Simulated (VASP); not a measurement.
A convergence study with VASP on W (space group Im-3m): one setting is varied, all else stays as given below, so the limit is that of these other settings.

```
W
1.0
   -1.57210     1.57210     1.57210
    1.57210    -1.57210     1.57210
    1.57210     1.57210    -1.57210
W
1
Direct
  0.00000   0.00000   0.00000
```

Method: PBE GGA, VASP's PBE PAW potentials (set 64) (plane waves; VASP 6.6.1). The tightest run used: 720 eV cut-off, 15×15×15 Γ-centred mesh, Fermi-Dirac smearing of 0.10 eV, potentials W_sv.

Q: The settings run are ENCUT = 105; ENCUT = 120; ENCUT = 135; ENCUT = 150; ENCUT = 165; ENCUT = 180; ENCUT = 210; ENCUT = 240; ENCUT = 270; ENCUT = 330; ENCUT = 360; ENCUT = 405; ENCUT = 450; ENCUT = 525; ENCUT = 600; ENCUT = 720. From which on does the stress (every component) stay within 0.5 GPa of the tightest run?

A: From ENCUT = 360 on: it is off by 0.34 there and by no more than 0.5 in any finer run, while ENCUT = 330 is off by 0.68.
| setting | E (eV/atom) | pressure (GPa) | plane waves | difference judged (GPa) |
|---|---|---|---|---|
| ENCUT = 105 | -8.8066 | -728.77 | 43 | 741.91 |
| ENCUT = 120 | -12.4867 | -363.09 | 51 | 376.23 |
| ENCUT = 135 | -13.1747 | -182.40 | 62 | 195.54 |
| ENCUT = 150 | -12.9701 | -90.52 | 71 | 103.66 |
| ENCUT = 165 | -12.9066 | -40.87 | 80 | 54.01 |
| ENCUT = 180 | -12.9255 | -12.61 | 96 | 25.75 |
| ENCUT = 210 | -12.9299 | 8.55 | 116 | 4.59 |
| ENCUT = 240 | -12.9289 | 11.95 | 140 | 1.19 |
| ENCUT = 270 | -12.9277 | 11.97 | 164 | 1.17 |
| ENCUT = 330 | -12.9261 | 12.46 | 236 | 0.68 |
| ENCUT = 360 | -12.9269 | 12.80 | 248 | 0.34 |
| ENCUT = 405 | -12.9276 | 13.04 | 321 | 0.10 |
| ENCUT = 450 | -12.9275 | 13.07 | 366 | 0.08 |
| ENCUT = 525 | -12.9275 | 13.07 | 437 | 0.08 |
| ENCUT = 600 | -12.9277 | 13.13 | 537 | 0.02 |
| ENCUT = 720 | -12.9277 | 13.14 | 693 | 0.00 |

Left out are rungs that failed or repeat a setting and relaxations that didn't move; long series are thinned to 24 rows.

The structure is a typed W crystal (space group no. 229). The cell was not relaxed at this level.
